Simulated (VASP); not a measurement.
Given:

```xyz
2
Lattice="0.0000 2.8567 2.8567 2.8567 0.0000 2.8567 2.8567 2.8567 0.0000" Properties=species:S:1:pos:R:3 pbc="T T T"
Zn     0.0000     0.0000     0.0000
Se     1.4284     1.4284     1.4284
```

Calculation: AM05 GGA, VASP's PBE PAW potentials (set 64) (plane waves; VASP 6.6.1). Settings: 520 eV cut-off, 8×8×8 Γ-centred mesh, Gaussian smearing of 0.050 eV, potentials Zn Se.

Task: What does the run give for the energy per atom (σ→0), pressure, band gap (on the k-mesh) with the smallest direct gap where there is one?

Result: 
| Quantity | Result |
|---|---|
| band gap (on the k-mesh) | 1.18 eV |
| smallest direct gap (on the k-mesh) | 1.18 eV |
| energy per atom (σ→0) | -3.153 eV/atom |
| pressure | -1.75 GPa |

Only differences to runs with the same potentials and settings are physical.

The compound is ZnSe in the zinc blende structure. This cell is one point of a volume scan, at 1.03 of the reference volume.
